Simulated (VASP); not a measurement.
Input:

```
CELL_PARAMETERS angstrom
      4.02411     0.00000     0.00000
      0.00000     4.02411     0.00000
      0.00000     0.00000    18.45082
ATOMIC_POSITIONS crystal
  Pb 0.50000 0.00000 0.43464
  Pb 0.00000 0.50000 0.56536
  O  0.50000 0.50000 0.50000
  O  0.00000 0.00000 0.50000
```

Level of theory: PBE GGA with D3 dispersion (Becke-Johnson damping), VASP's PBE PAW potentials (set 64) (plane waves; VASP). Settings: PREC = Normal, 500 eV cut-off, 12×12×1 Γ-centred mesh, Gaussian smearing of 0.050 eV, potentials Pb_d O.

Unless said otherwise, spin-orbit coupling is left out, though it shifts the bands of the heavy elements here.

### Question
Estimate the energy per atom (σ→0), band gap (on the k-mesh) with the smallest direct gap where there is one.

### Answer

```
Property                                      Value
-----------------------------------  --------------
band gap (on the k-mesh)                    2.56 eV
smallest direct gap (on the k-mesh)         2.56 eV
energy per atom (σ→0)                -5.503 eV/atom
```

Total energies compare only between runs with the same potentials, cut-off and functional.

The cell is a sheet with vacuum, built from PbO (litharge).
